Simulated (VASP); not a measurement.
Level of theory: r2SCAN meta-GGA, VASP's PBE PAW potentials (set 64) (plane waves; VASP).

Input for VASP

POSCAR:
```
PdIn
1.0
  3.2715451328   0.0000000000   0.0000000000
  0.0000000000   3.2715451328   0.0000000000
  0.0000000000   0.0000000000   3.2715451328
In Pd
1 1
Cart
  1.6357725664   1.6357725664   1.6357725664
  0.0000000000   0.0000000000   0.0000000000
```

KPOINTS:
```
Regular mesh
0
gamma
 10 10 10
0 0 0
```

INCAR:
```
SYSTEM = PdIn
PREC = Accurate
ENCUT = 400
EDIFF = 1E-6
NELM = 100
ALGO = Normal
LREAL = .FALSE.
LASPH = .TRUE.
ISMEAR = 1
SIGMA = 0.1
METAGGA = R2SCAN
LMIXTAU = .TRUE.
LMAXMIX = 4
LWAVE = .FALSE.
LCHARG = .FALSE.
IBRION = 2
ISIF = 3
NSW = 60
EDIFFG = -0.01
```

POTCAR, in this order: In_d Pd (PBE.64 set). Program: vasp_std.

What VASP printed:

OUTCAR:
```
 ion  position               nearest neighbor table
   1  0.500  0.500  0.500-   2 2.83   2 2.83   2 2.83   2 2.83   2 2.83   2 2.83   2 2.83   2 2.83
  LATTYP: Found a simple cubic cell.
 ALAT       =     3.2715451328
 Subroutine PRICEL returns:
 Original cell was already a primitive cell.
 Subroutine GETGRP returns: Found 48 space group operations
The static configuration has the point symmetry O_h .
The dynamic configuration has the point symmetry O_h .
 Subroutine INISYM returns: Found 48 space group operations
 Subroutine IBZKPT returns following result:
 Found     56 irreducible k-points:

 Following reciprocal coordinates:
            Coordinates               Weight
  0.000000  0.000000  0.000000      1.000000
  0.100000  0.000000  0.000000      6.000000
  0.200000  0.000000  0.000000      6.000000
  0.300000  0.000000  0.000000      6.000000
  0.400000  0.000000  0.000000      6.000000
  0.500000  0.000000  0.000000      3.000000
  0.100000  0.100000  0.000000     12.000000
  0.200000  0.100000  0.000000     24.000000
  0.300000  0.100000  0.000000     24.000000
  0.400000  0.100000  0.000000     24.000000
...
```

### OSZICAR
```
       N       E                     dE             d eps       ncg     rms          rms(c)
DAV:   1     0.103736502658E+03    0.10374E+03   -0.10162E+04  1738   0.170E+03
DAV:   2    -0.451373326576E+02   -0.14887E+03   -0.14487E+03  1771   0.376E+02
DAV:   3    -0.519624179047E+02   -0.68251E+01   -0.67874E+01  2086   0.900E+01
DAV:   4    -0.520930662344E+02   -0.13065E+00   -0.13062E+00  2164   0.114E+01
DAV:   5    -0.520992114400E+02   -0.61452E-02   -0.61452E-02  2462   0.215E+00    0.874E+00
DAV:   6    -0.467228308679E+02    0.53764E+01   -0.49100E+00  1841   0.361E+01    0.395E+00
DAV:   7    -0.466021620353E+02    0.12067E+00   -0.52810E-01  1799   0.935E+00    0.251E+00
DAV:   8    -0.466263680449E+02   -0.24206E-01   -0.14887E-01  1885   0.333E+00    0.138E+00
DAV:   9    -0.466262514059E+02    0.11664E-03   -0.78733E-02  1757   0.323E+00    0.347E-01
DAV:  10    -0.466379182101E+02   -0.11667E-01   -0.27096E-02  1841   0.203E+00    0.229E-01
DAV:  11    -0.466368962958E+02    0.10219E-02   -0.74669E-03  1736   0.939E-01    0.218E-01
DAV:  12    -0.466392061805E+02   -0.23099E-02   -0.14550E-03  1855   0.384E-01    0.831E-02
DAV:  13    -0.466392925245E+02   -0.86344E-04   -0.13615E-04  2058   0.113E-01    0.727E-02
DAV:  14    -0.466386985184E+02    0.59401E-03   -0.23778E-04  1778   0.181E-01    0.159E-01
DAV:  15    -0.466395551869E+02   -0.85667E-03   -0.93535E-04  1750   0.352E-01    0.294E-02
DAV:  16    -0.466395561438E+02   -0.95690E-06   -0.18197E-05  2008   0.373E-02    0.112E-02
DAV:  17    -0.466395551429E+02    0.10009E-05   -0.38124E-07  1232   0.648E-03    0.158E-02
DAV:  18    -0.466395559140E+02   -0.77108E-06   -0.71673E-07  1092   0.119E-02
   1 F= -.46639556E+02 E0= -.46638907E+02  d E =-.466396E+02
```

**OUTCAR**
```
------------------------ aborting loop because EDIFF is reached ----------------------------------------
  FORCE on cell =-STRESS in cart. coord.  units (eV):
  Direction    XX          YY          ZZ          XY          YZ          ZX
  --------------------------------------------------------------------------------------
  Total        0.0076084      0.0076084      0.0076084      0.0000000     -0.0000000      0.0000000
  in kB        0.3481330      0.3481330      0.3481330      0.0000000     -0.0000000      0.0000000
  external PRESSURE =       0.3481330 kB  Pullay stress =       0.0000000 kB
  volume of cell :       35.02
      direct lattice vectors                 reciprocal lattice vectors
     3.271545133  0.000000000  0.000000000     0.305665965  0.000000000  0.000000000
     0.000000000  3.271545133  0.000000000     0.000000000  0.305665965  0.000000000
     0.000000000  0.000000000  3.271545133     0.000000000  0.000000000  0.305665965
 POSITION                                       TOTAL-FORCE (eV/Angst)
 -----------------------------------------------------------------------------------
      1.63577      1.63577      1.63577         0.000000      0.000000      0.000000
      0.00000      0.00000      0.00000         0.000000      0.000000      0.000000
 -----------------------------------------------------------------------------------
    total drift:                                0.000000      0.000000     -0.000000
  FREE ENERGIE OF THE ION-ELECTRON SYSTEM (eV)
  ---------------------------------------------------
  free  energy   TOTEN  =       -46.6395559140 eV

  energy  without entropy=      -46.6376100819  energy(sigma->0) =      -46.63890730

 reached required accuracy - stopping structural energy minimisation
```
(Selected blocks of OUTCAR.)

The compound is PdIn in the CsCl type structure. It was relaxed first. The start is the result of an earlier pass. The electron count is odd and the run is not spin-polarised, which forces a metal.
